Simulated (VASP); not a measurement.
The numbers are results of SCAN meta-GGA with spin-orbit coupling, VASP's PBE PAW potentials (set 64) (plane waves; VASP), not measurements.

A VASP calculation is set up with these files.

File KPOINTS:
```
Automatic mesh
0
G
9 9 9
0 0 0
```

**KPOINTS_OPT**
```
k-points along high-symmetry lines
8
Line-mode
Reciprocal
  0.000000   0.000000   0.000000 ! GAMMA
 -0.500000  -0.500000   0.000000 ! X

 -0.500000  -0.500000   0.000000 ! X
 -0.375000  -0.375000   0.250000 ! U

 -0.375000   0.000000   0.375000 ! K
  0.000000   0.000000   0.000000 ! GAMMA

  0.000000   0.000000   0.000000 ! GAMMA
  0.000000   0.000000   0.500000 ! L

  0.000000   0.000000   0.500000 ! L
 -0.500000  -0.250000   0.250000 ! W

 -0.500000  -0.250000   0.250000 ! W
 -0.500000  -0.500000   0.000000 ! X
```

File POSCAR:
```
BAs
2.3892150
  0.0000000000   0.9999999076   0.9999999076
  0.9999999076   0.0000000000   0.9999999076
  0.9999999076   0.9999999076   0.0000000000
B As
1 1
Cartesian
  0.0000000000   0.0000000000   0.0000000000
  0.4999999538   0.4999999538   0.4999999538
```

### INCAR
```
# general
SYSTEM     = BAs
PREC       = Accurate
ENCUT      = 520   # plane-wave cut-off (eV)
LREAL      = .FALSE.   # projection in real space or not
LASPH      = .TRUE.   # aspherical one-centre terms

# electronic loop
EDIFF      = 1E-6   # SCF stop (eV)
NELM       = 100   # most electronic steps
ALGO       = Normal   # blocked Davidson
LMAXMIX    = 4   # l cut-off of mixed one-centre charges
LMIXTAU    = .TRUE.

# smearing
ISMEAR     = 0   # Gaussian
SIGMA      = 0.05   # width (eV)

# functional
METAGGA    = SCAN
GGA_COMPAT = .FALSE.

# spin
MAGMOM     = 6*0
LSORBIT    = .TRUE.

# output
LWAVE      = .FALSE.
LCHARG     = .FALSE.
```

POTCAR, in this order: B As (PBE.64 set). Program: vasp_ncl.

Output of the run:

### OSZICAR
```
       N       E                     dE             d eps       ncg     rms          rms(c)
DAV:   1     0.289022940143E+01    0.28902E+01   -0.34944E+03  1760   0.910E+02
DAV:   2    -0.280574883819E+02   -0.30948E+02   -0.28144E+02  2512   0.149E+02
DAV:   3    -0.294712153982E+02   -0.14137E+01   -0.14057E+01  2264   0.312E+01
DAV:   4    -0.294779560891E+02   -0.67407E-02   -0.67399E-02  1944   0.251E+00
DAV:   5    -0.294779842651E+02   -0.28176E-04   -0.28176E-04  2272   0.163E-01    0.444E+00
DAV:   6    -0.279860503620E+02    0.14919E+01   -0.60533E-01  2048   0.858E+00    0.259E+00
DAV:   7    -0.275263654445E+02    0.45968E+00   -0.32330E-01  1984   0.711E+00    0.881E-01
DAV:   8    -0.278022628797E+02   -0.27590E+00   -0.20177E-01  1760   0.615E+00    0.297E-01
DAV:   9    -0.278690420926E+02   -0.66779E-01   -0.19696E-01  1792   0.691E+00    0.119E-01
DAV:  10    -0.278762680618E+02   -0.72260E-02   -0.33988E-02  1800   0.324E+00    0.800E-02
DAV:  11    -0.278799458174E+02   -0.36778E-02   -0.16057E-02  1760   0.209E+00    0.779E-02
DAV:  12    -0.278754746832E+02    0.44711E-02   -0.83424E-03  1760   0.148E+00    0.251E-02
DAV:  13    -0.278755994278E+02   -0.12474E-03   -0.47222E-04  2040   0.289E-01    0.822E-03
DAV:  14    -0.278756918308E+02   -0.92403E-04   -0.39089E-04  1760   0.340E-01    0.568E-03
DAV:  15    -0.278756931263E+02   -0.12955E-05   -0.15121E-06  2368   0.176E-02    0.432E-03
DAV:  16    -0.278756722245E+02    0.20902E-04   -0.10112E-05  1760   0.499E-02    0.221E-03
DAV:  17    -0.278756720280E+02    0.19653E-06   -0.34375E-05  1792   0.964E-02    0.110E-03
DAV:  18    -0.278756726842E+02   -0.65624E-06   -0.18532E-07  1680   0.693E-03
   1 F= -.27875673E+02 E0= -.27875673E+02  d E =-.487218E-12  mag=     0.0000    -0.0000     0.0000
       N       E                     dE             ncg
```

**OUTCAR**
```
------------------------ aborting loop because EDIFF is reached ----------------------------------------
  FORCE on cell =-STRESS in cart. coord.  units (eV):
  Direction    XX          YY          ZZ          XY          YZ          ZX
  --------------------------------------------------------------------------------------
  Total        0.0060210      0.0060210      0.0060210      0.0000000     -0.0000000      0.0000000
  in kB        0.3536583      0.3536583      0.3536583      0.0000000     -0.0000000      0.0000000
  external PRESSURE =       0.3536583 kB  Pullay stress =       0.0000000 kB
  volume of cell :       27.28
      direct lattice vectors                 reciprocal lattice vectors
     0.000000000  2.389214779  2.389214779    -0.209273777  0.209273777  0.209273777
     2.389214779  0.000000000  2.389214779     0.209273777 -0.209273777  0.209273777
     2.389214779  2.389214779  0.000000000     0.209273777  0.209273777 -0.209273777
  FREE ENERGIE OF THE ION-ELECTRON SYSTEM (eV)
  ---------------------------------------------------
  free  energy   TOTEN  =       -27.8756726842 eV

  energy  without entropy=      -27.8756726842  energy(sigma->0) =      -27.87567268

 Ion:    1  E_soc:     -0.0000090

 Ion:    2  E_soc:     -0.0207676
```
(Selected blocks of OUTCAR.)

### OUTCAR
```
 val. band max:        6.0048574540   @ k =   0.0000   0.0000   0.0000

 cond. band min:       7.4071445630   @ k =   0.4444   0.4444   0.0000


 Fermi energy:         6.2220119818

 k-point     1 :       0.0000    0.0000    0.0000
  band No.  band energies     occupation
      1     -10.0520      1.00000
      2     -10.0520      1.00000
      3       5.7914      1.00000
      4       5.7914      1.00000
      5       6.0046      1.00000
      6       6.0046      1.00000
      7       6.0049      1.00000
      8       6.0049      1.00000
      9       9.3794      0.00000
     10       9.3794      0.00000
     11       9.5832      0.00000
     12       9.5832      0.00000
     13       9.5837      0.00000
     14       9.5837      0.00000
     15      11.0937      0.00000
     16      11.0937      0.00000

 k-point     2 :       0.1111    0.0000    0.0000
  band No.  band energies     occupation
      1      -9.8414      1.00000
      2      -9.8414      1.00000
      3       4.2426      1.00000
      4       4.2427      1.00000
      5       5.5034      1.00000
      6       5.5035      1.00000
      7       5.6376      1.00000
      8       5.6393      1.00000
      9       9.6645      0.00000
     10       9.6646      0.00000
     11       9.9533      0.00000
     12       9.9534      0.00000
     13      10.0711      0.00000
     14      10.0738      0.00000
     15      12.1520      0.00000
     16      12.1520      0.00000

 k-point     3 :      -0.1111    0.0000    0.0000
  band No.  band energies     occupation
      1      -9.8414      1.00000
      2      -9.8414      1.00000
      3       4.2426      1.00000
      4       4.2427      1.00000
      5       5.5034      1.00000
      6       5.5035      1.00000
      7       5.6376      1.00000
      8       5.6393      1.00000
      9       9.6645      0.00000
     10       9.6646      0.00000
     11       9.9533      0.00000
     12       9.9534      0.00000
     13      10.0711      0.00000
...
```

The structure comes from a measured BAs entry (F-43m) of the Crystallography Open Database, whose conditions weren't checked. It was relaxed first.
